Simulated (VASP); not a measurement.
Wanted: the native input for a VASP 6.6.1 run.

| Property | Result |
| --- | --- |
| Task | single point |
| Functional | PBE |
| Potentials or basis | VASP PAW PBE potentials, release 64 (Y_sv, Nb_sv) |
| Cutoff | 520 eV |
| k mesh | 7 × 7 × 7 |
| Occupations | fermi-dirac, width 0.05 eV |
| Spin | no spin polarisation |
| Further INCAR settings | ALGO = Normal; EDIFF = 1e-07; NBANDS = 19 |

The structure of YNb lies in POSCAR:

```
YNb
1.0
    3.6114100000      0.0000000000      0.0000000000
    0.0000000000      3.6114100000      0.0000000000
    0.0000000000      0.0000000000      3.6114100000
Y Nb
1 1
Direct
   -0.0050410000     -0.0111600000     -0.0139390000
    0.5083030000      0.5089530000      0.5032150000
```

The cell was built by a generator and needn't be a form met in nature.

The cell isn't the ideal one: atoms moved at random, drawn with an rms of 0.05 Å.

One way to write it, as run:

INCAR

```
  PREC = Accurate
  ENCUT = 520
  EDIFF = 1E-7
  ISMEAR = -1
  SIGMA = 0.05
  LREAL = False
  LASPH = True
  NELM = 80
  ALGO = Normal
  ISIF = 2
  LWAVE = False
  LCHARG = False
  GGA = PE
  NBANDS = 19
```

KPOINTS

```
regular mesh
0
Gamma
  7 7 7
```

Potentials or basis: VASP PAW PBE potentials, release 64 (Y_sv, Nb_sv).

Launch:

```sh
$ cat potpaw_PBE.64/Y_sv/POTCAR potpaw_PBE.64/Nb_sv/POTCAR > POTCAR
$ mpirun -np 1 vasp_std > vasp.out
```

It gave:

| Property | Result |
| --- | --- |
| Pressure | 0.1 GPa |
| Largest force | 0.545 eV/Å |
| Band gap on the k mesh | none (metal or under the smearing width) |

Wall time 4.2 min on 1 thread of AMD EPYC 7R43 64-Core Processor (Zen 3) (shared host), peak memory 0.27 GiB.
